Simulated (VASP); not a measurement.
Output of a VASP run:

OSZICAR:
```
       N       E                     dE             d eps       ncg     rms          rms(c)
DAV:   1     0.100124434167E+03    0.10012E+03   -0.72905E+03  2912   0.147E+03
DAV:   2     0.345818036913E+01   -0.96666E+02   -0.93484E+02  3186   0.339E+02
DAV:   3    -0.717466733871E+01   -0.10633E+02   -0.10511E+02  3618   0.104E+02
DAV:   4    -0.747822869094E+01   -0.30356E+00   -0.30243E+00  3162   0.187E+01
DAV:   5    -0.748702984502E+01   -0.88012E-02   -0.87968E-02  3892   0.301E+00    0.343E+00
DAV:   6    -0.744633692310E+01    0.40693E-01   -0.71683E-02  4072   0.467E+00    0.202E+00
DAV:   7    -0.743583215303E+01    0.10505E-01   -0.30516E-02  3214   0.156E+00    0.126E+00
DAV:   8    -0.743614702662E+01   -0.31487E-03   -0.43696E-03  3224   0.586E-01    0.229E-01
DAV:   9    -0.743681760710E+01   -0.67058E-03   -0.10893E-03  3094   0.337E-01    0.453E-02
DAV:  10    -0.743707425302E+01   -0.25665E-03   -0.28134E-04  3252   0.162E-01    0.219E-02
DAV:  11    -0.743715579025E+01   -0.81537E-04   -0.13296E-04  3156   0.711E-02    0.517E-03
DAV:  12    -0.743715667471E+01   -0.88446E-06   -0.25217E-06  3216   0.143E-02
   1 F= -.74371567E+01 E0= -.74371173E+01  d E =-.787860E-04  mag=    -0.0000    -0.0000    -0.0000
       N       E                     dE             ncg
```

### OUTCAR
```
------------------------ aborting loop because EDIFF is reached ----------------------------------------
  FORCE on cell =-STRESS in cart. coord.  units (eV):
  Direction    XX          YY          ZZ          XY          YZ          ZX
  --------------------------------------------------------------------------------------
  Total        0.0032175      0.0032175      0.0032175      0.0000000      0.0000000     -0.0000000
  in kB        0.0860090      0.0860090      0.0860090      0.0000000      0.0000000     -0.0000000
  external PRESSURE =       0.0860090 kB  Pullay stress =       0.0000000 kB
  volume of cell :       59.94
      direct lattice vectors                 reciprocal lattice vectors
     0.000000000  3.106120246  3.106120246    -0.160972519  0.160972519  0.160972519
     3.106120246  0.000000000  3.106120246     0.160972519 -0.160972519  0.160972519
     3.106120246  3.106120246  0.000000000     0.160972519  0.160972519 -0.160972519
  FREE ENERGIE OF THE ION-ELECTRON SYSTEM (eV)
  ---------------------------------------------------
  free  energy   TOTEN  =        -7.4371566747 eV

  energy  without entropy=       -7.4370778887  energy(sigma->0) =       -7.43711728

 Ion:    1  E_soc:     -0.0123820

 Ion:    2  E_soc:     -0.1260667
```
(Selected blocks of OUTCAR.)

POSCAR:
```
GaSb
1
    0.0000000000     3.1061202464     3.1061202464
    3.1061202464     0.0000000000     3.1061202464
    3.1061202464     3.1061202464     0.0000000000
Ga Sb
1 1
Direct
  0.0000000000   0.0000000000   0.0000000000
  0.2500000000   0.2500000000   0.2500000000
```

Task: Write an INCAR and KPOINTS that could have produced this output.

Result: One answer among several that fit: the input of the run itself, PBE GGA with spin-orbit coupling, plane waves, VASP's PBE PAW potentials (set 64).

**KPOINTS_OPT**
```
k-points along high-symmetry lines
8
Line-mode
Reciprocal
  0.000000   0.000000   0.000000 ! GAMMA
 -0.500000  -0.500000   0.000000 ! X

 -0.500000  -0.500000   0.000000 ! X
 -0.375000  -0.375000   0.250000 ! U

 -0.375000  -0.000000   0.375000 ! K
  0.000000   0.000000   0.000000 ! GAMMA

  0.000000   0.000000   0.000000 ! GAMMA
 -0.000000  -0.000000   0.500000 ! L

 -0.000000  -0.000000   0.500000 ! L
 -0.500000  -0.250000   0.250000 ! W

 -0.500000  -0.250000   0.250000 ! W
 -0.500000  -0.500000   0.000000 ! X
```

### KPOINTS
```
Automatic mesh
0
gamma
  9 9 9
0 0 0
```

INCAR:
```
SYSTEM = GaSb
PREC = Accurate
ENCUT = 400
EDIFF = 1E-6
NELM = 100
ALGO = Normal
LREAL = .FALSE.
LASPH = .TRUE.
ISMEAR = 0
SIGMA = 0.05
GGA = PE
LMAXMIX = 4
LWAVE = .FALSE.
LCHARG = .FALSE.
LSORBIT = .TRUE.
MAGMOM = 0 0 0 0 0 0
GGA_COMPAT = .FALSE.
```

POTCAR, in this order: Ga_d Sb (PBE.64 set). Program: vasp_ncl.

The compound is GaSb in the zinc blende structure. It was relaxed first, which changed the volume by +6 %.
